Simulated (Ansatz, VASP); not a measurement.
# Cross-check of CdSe (Cadmoselite) between VASP and Ansatz, part 2 of 3

Aim: how closely do two programs agree when they are given the same cell, functional and k mesh? The cell is taken from a series of runs on this material, whose earlier steps may have relaxed, scaled, displaced or heated it; both programs get it as it stands.

VASP 6.6.1 and Ansatz 0.2.0.

So far: The structure; VASP: zone-centre phonons, PBE.

## Step 2: VASP: zone-centre phonons, PBE (continued)

Level of this step: PBE; plane waves and PAW (Cd, Se) (VASP).

OUTCAR, selected parts (step 2):

```text
ion  position               nearest neighbor table
   1  0.333  0.667  0.005-   4 2.68   4 2.68   4 2.68   3 2.69
   2  0.667  0.333  0.505-   3 2.68   3 2.68   3 2.68   4 2.69
   3  0.333  0.667  0.380-   2 2.68   2 2.68   2 2.68   1 2.69
   4  0.667  0.333  0.880-   1 2.68   1 2.68   1 2.68   2 2.69

  LATTYP: Found a hexagonal cell.
 ALAT       =     4.3830380530
 C/A-ratio  =     1.6324318841

 Subroutine GETGRP returns: Found 12 space group operations
 (whereof  6 operations were pure point group operations)

The static configuration has the point symmetry C_3v.
 The point group associated with its full space group is C_6v.

 Found     48 irreducible k-points:

   k-points           NKPTS =     48   k-points in BZ     NKDIM =     48   number of bands    NBANDS=     24

   dimension x,y,z NGX =    32 NGY =   32 NGZ =   54
   dimension x,y,z NGXF=    64 NGYF=   64 NGZF=  108

   ENCUT  =  500.0 eV  36.75 Ry    6.06 a.u.   7.99  7.99 13.05*2*pi/ulx,y,z

   NELECT =      36.0000    total number of electrons

 k-points in reciprocal lattice and weights: Automatic mesh
   0.00000000  0.00000000  0.00000000       0.002
   0.11111111 -0.00000000  0.00000000       0.012
   0.22222222 -0.00000000  0.00000000       0.012
   0.33333333  0.00000000  0.00000000       0.012
   0.44444444 -0.00000000  0.00000000       0.012
   0.11111111  0.11111111  0.00000000       0.012
   0.22222222  0.11111111  0.00000000       0.025
   0.33333333  0.11111111  0.00000000       0.025
   0.44444444  0.11111111  0.00000000       0.012
[...]
0.33333333  0.22222222  0.50000000       0.025
   0.33333333  0.33333333  0.50000000       0.004

 average (electrostatic) potential at core
       1 -40.3181       2 -40.3181       3 -56.7671       4 -56.7671

[...]
4.383038053  0.000000000  0.000000000     0.228152251  0.131723764  0.000000000
    -2.191519026  3.795822300  0.000000000     0.000000000  0.263447528  0.000000000
     0.000000000  0.000000000  7.155011067     0.000000000  0.000000000  0.139762188

 POSITION                                       TOTAL-FORCE (eV/Angst)
 -----------------------------------------------------------------------------------
     -0.00000      2.53055      0.03316         0.000000     -0.000000      0.000467
      2.19152      1.26527      3.61067        -0.000000      0.000000      0.000467
     -0.00000      2.53055      2.72151        -0.000000      0.000000     -0.000467
      2.19152      1.26527      6.29902        -0.000000      0.000000     -0.000467
 -----------------------------------------------------------------------------------
    total drift:                               -0.000000     -0.000000      0.000370

 MACROSCOPIC STATIC DIELECTRIC TENSOR (including local field effects in DFT)
 ------------------------------------------------------
           9.913081    -0.000000     0.000000
           0.000000     9.913081     0.000000
           0.000000     0.000000     9.555207
 ------------------------------------------------------

 PIEZOELECTRIC TENSOR (including local field effects)  for field in x, y, z        (C/m^2)
          XX          YY          ZZ          XY          YZ          ZX
  --------------------------------------------------------------------------------
  x     0.00000    -0.00000     0.00000     0.00000     0.00000     0.38536
  y     0.00000    -0.00000    -0.00000     0.00000     0.38536     0.00000
  z     0.37159     0.37159    -0.76410     0.00000     0.00000     0.00000

 BORN EFFECTIVE CHARGES (including local field effects) (in |e|, cummulative output)
 ---------------------------------------------------------------------------------
 ion    1
    1     2.28003     0.00000     0.00000
    2     0.00000     2.28003     0.00000
    3     0.00000     0.00000     2.38963
 ion    2
    1     2.28003    -0.00000     0.00000
    2     0.00000     2.28003     0.00000
    3     0.00000     0.00000     2.38963
 ion    3
    1    -2.28003     0.00000     0.00000
    2     0.00000    -2.28003     0.00000
    3     0.00000     0.00000    -2.38963
 ion    4
    1    -2.28003     0.00000     0.00000
    2     0.00000    -2.28003     0.00000
    3     0.00000     0.00000    -2.38963

 Eigenvectors and eigenvalues of the dynamical matrix
 ----------------------------------------------------

   1 f  =    5.233679 THz    32.884172 2PiTHz  174.576724 cm-1    21.644745 meV
             X         Y         Z           dx          dy          dz
     -0.000000  2.530548  0.033164    -0.000000   -0.000000    0.256170
      2.191519  1.265274  3.610670     0.000000    0.000000   -0.256170
     -0.000000  2.530548  2.721515    -0.000000   -0.000000   -0.659073
      2.191519  1.265274  6.299020     0.000000    0.000000    0.659073

   2 f  =    4.823371 THz    30.306133 2PiTHz  160.890332 cm-1    19.947850 meV
             X         Y         Z           dx          dy          dz
     -0.000000  2.530548  0.033164    -0.000000    0.413222   -0.000000
      2.191519  1.265274  3.610670     0.000000   -0.413222   -0.000000
     -0.000000  2.530548  2.721515    -0.000000    0.573801    0.000000
      2.191519  1.265274  6.299020     0.000000   -0.573801    0.000000

   3 f  =    4.823371 THz    30.306133 2PiTHz  160.890332 cm-1    19.947850 meV
             X         Y         Z           dx          dy          dz
     -0.000000  2.530548  0.033164     0.413222    0.000000   -0.000000
      2.191519  1.265274  3.610670    -0.413222   -0.000000   -0.000000
     -0.000000  2.530548  2.721515     0.573801    0.000000    0.000000
      2.191519  1.265274  6.299020    -0.573801   -0.000000    0.000000

   4 f  =    4.762785 THz    29.925460 2PiTHz  158.869404 cm-1    19.697287 meV
             X         Y         Z           dx          dy          dz
     -0.000000  2.530548  0.033164    -0.000002   -0.454269    0.000000
      2.191519  1.265274  3.610670    -0.000002   -0.454269    0.000000
     -0.000000  2.530548  2.721515     0.000002    0.541886   -0.000000
      2.191519  1.265274  6.299020     0.000002    0.541886   -0.000000

   5 f  =    4.762785 THz    29.925460 2PiTHz  158.869404 cm-1    19.697287 meV
             X         Y         Z           dx          dy          dz
     -0.000000  2.530548  0.033164     0.454269   -0.000002   -0.000000
      2.191519  1.265274  3.610670     0.454269   -0.000002   -0.000000
     -0.000000  2.530548  2.721515    -0.541886    0.000002    0.000000
      2.191519  1.265274  6.299020    -0.541886    0.000002    0.000000

   6 f  =    4.619225 THz    29.023446 2PiTHz  154.080757 cm-1    19.103571 meV
             X         Y         Z           dx          dy          dz
     -0.000000  2.530548  0.033164     0.000000    0.000000    0.453699
      2.191519  1.265274  3.610670     0.000000    0.000000    0.453699
     -0.000000  2.530548  2.721515    -0.000000   -0.000000   -0.542362
      2.191519  1.265274  6.299020    -0.000000   -0.000000   -0.542362

   7 f  =    3.520255 THz    22.118413 2PiTHz  117.423060 cm-1    14.558597 meV
             X         Y         Z           dx          dy          dz
     -0.000000  2.530548  0.033164     0.000000   -0.000000    0.659073
      2.191519  1.265274  3.610670    -0.000000   -0.000000   -0.659073
     -0.000000  2.530548  2.721515     0.000000    0.000000    0.256170
      2.191519  1.265274  6.299020    -0.000000   -0.000000   -0.256170

   8 f  =    1.028692 THz     6.463465 2PiTHz   34.313485 cm-1     4.254328 meV
             X         Y         Z           dx          dy          dz
     -0.000000  2.530548  0.033164     0.000082   -0.573801    0.000000
      2.191519  1.265274  3.610670    -0.000082    0.573801    0.000000
     -0.000000  2.530548  2.721515    -0.000059    0.413222    0.000000
      2.191519  1.265274  6.299020     0.000059   -0.413222    0.000000

   9 f  =    1.028692 THz     6.463465 2PiTHz   34.313485 cm-1     4.254328 meV
             X         Y         Z           dx          dy          dz
     -0.000000  2.530548  0.033164    -0.573801   -0.000082   -0.000000
      2.191519  1.265274  3.610670     0.573801    0.000082   -0.000000
     -0.000000  2.530548  2.721515     0.413222    0.000059   -0.000000
      2.191519  1.265274  6.299020    -0.413222   -0.000059   -0.000000

  10 f/i=    0.000571 THz     0.003588 2PiTHz    0.019047 cm-1     0.002362 meV
             X         Y         Z           dx          dy          dz
     -0.000000  2.530548  0.033164    -0.450311   -0.301431    0.000000
      2.191519  1.265274  3.610670    -0.450311   -0.301431    0.000000
     -0.000000  2.530548  2.721515    -0.377500   -0.252693    0.000000
      2.191519  1.265274  6.299020    -0.377500   -0.252693    0.000000

  11 f/i=    0.000571 THz     0.003588 2PiTHz    0.019047 cm-1     0.002362 meV
             X         Y         Z           dx          dy          dz
     -0.000000  2.530548  0.033164     0.301431   -0.450311    0.000000
      2.191519  1.265274  3.610670     0.301431   -0.450311    0.000000
     -0.000000  2.530548  2.721515     0.252693   -0.377500    0.000000
      2.191519  1.265274  6.299020     0.252693   -0.377500    0.000000

  12 f/i=    0.004296 THz     0.026990 2PiTHz    0.143287 cm-1     0.017765 meV
             X         Y         Z           dx          dy          dz
     -0.000000  2.530548  0.033164     0.000000   -0.000000   -0.542362
      2.191519  1.265274  3.610670     0.000000   -0.000000   -0.542362
     -0.000000  2.530548  2.721515     0.000000   -0.000000   -0.453699
      2.191519  1.265274  6.299020     0.000000   -0.000000   -0.453699

 MACROSCOPIC STATIC DIELECTRIC TENSOR IONIC CONTRIBUTION
 ------------------------------------------------------
           3.671189     0.000000    -0.000000
           0.000000     3.671189     0.000000
          -0.000000     0.000000     4.288752
 ------------------------------------------------------

 ELASTIC MODULI CONTR FROM IONIC RELAXATION (kBar)
 Direction    XX          YY          ZZ          XY          YZ          ZX
 --------------------------------------------------------------------------------
 XX        -216.8486     92.4195    118.8555     -0.0000      0.0000      0.0000
 YY          92.4195   -216.8486    118.8555      0.0000      0.0000      0.0000
 ZZ         118.8555    118.8555   -227.0630     -0.0000      0.0000     -0.0000
 XY          -0.0000      0.0000     -0.0000   -154.6341     -0.0000      0.0000
 YZ          -0.0000      0.0000      0.0000     -0.0000    -57.5588     -0.0000
 ZX           0.0000      0.0000     -0.0000      0.0000     -0.0000    -63.7984
 --------------------------------------------------------------------------------

 PIEZOELECTRIC TENSOR IONIC CONTR  for field in x, y, z        (C/m^2)
          XX          YY          ZZ          XY          YZ          ZX
  --------------------------------------------------------------------------------
  x     0.00000     0.00000    -0.00000     0.00000    -0.00000    -0.45539
  y    -0.00000     0.00000     0.00000    -0.00000    -0.43255    -0.00000
  z    -0.48605    -0.48605     0.92856     0.00000    -0.00000     0.00000
```

With a direct gap this small, the dielectric response converges slowly with the mesh, so tensor and charges are uncertain; a mesh that holds the point of the least gap tends to give too large a tensor.

(Continued in part 3 of 3.)

[Lines on the potential files, build, host, timing and source positions are cut from VASP's logs without a mark.]

[Logs are printed without paths, hosts, clocks, repeated set-up lines and the standing remarks that a program may print on its own settings, such as how far it seeks lower states.]

[Hosts, paths, dates, database ids (printed as entryN), source tags and the programs' standing remarks are cut or masked in the printed files.]
